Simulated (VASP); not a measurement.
Runs of VASP 6.6.1 on SrTiO3 (Tausonite). Symmetry: Pm-3m, No. 221, cubic system. Conventional cell: a = 3.856 Å, b = 3.856 Å, c = 3.856 Å, α = 90.00°, β = 90.00°, γ = 90.00°. Sr (site symmetry m-3m) is surrounded by 12 O at 2.73 Å. Ti (site symmetry m-3m) has 6 O at 1.93 Å as nearest neighbours. O (site symmetry 4/mmm) is surrounded by 2 Ti at 1.93 Å. 

```csv
level,potentials or basis,cell,target pressure,gap on the mesh (eV),pressure (GPa)
LDA,"VASP PAW LDA potentials, release 64 (Sr_sv, Ti_sv, O)",relaxed to 0.72 GPa,0.72 GPa,1.81,0.7
r2SCAN,"VASP PAW PBE potentials, release 64 (Sr_sv, Ti_sv, O)",relaxed,-,(a),0.0
PBEsol,"VASP PAW PBE potentials, release 64 (Sr_sv, Ti_sv, O)",relaxed to 5 GPa,5 GPa,1.86,4.9
PBEsol,"VASP PAW PBE potentials, release 64 (Sr_sv, Ti_sv, O)",relaxed,-,1.82,0.0
```

Alike in all rows: task relaxation of cell and atoms; no spin polarisation; k mesh 8 × 8 × 8; cutoff (eV) 600; smearing gaussian 0.03 eV.

Problem. Estimate the missing entries.

Solution. (a) 2.27.

Caveats: the relaxation stopped at its first step, so nothing moved (some runs); the PAW data sets were made with another functional, which shifts forces and pressure a little (some runs); the cell is relaxed towards a set pressure, so the enthalpy falls and the energy may rise (some runs).

A k mesh can miss the band edges, and the runs leave out spin-orbit coupling on Sr.

Runs at the PBE level aren't shown here.
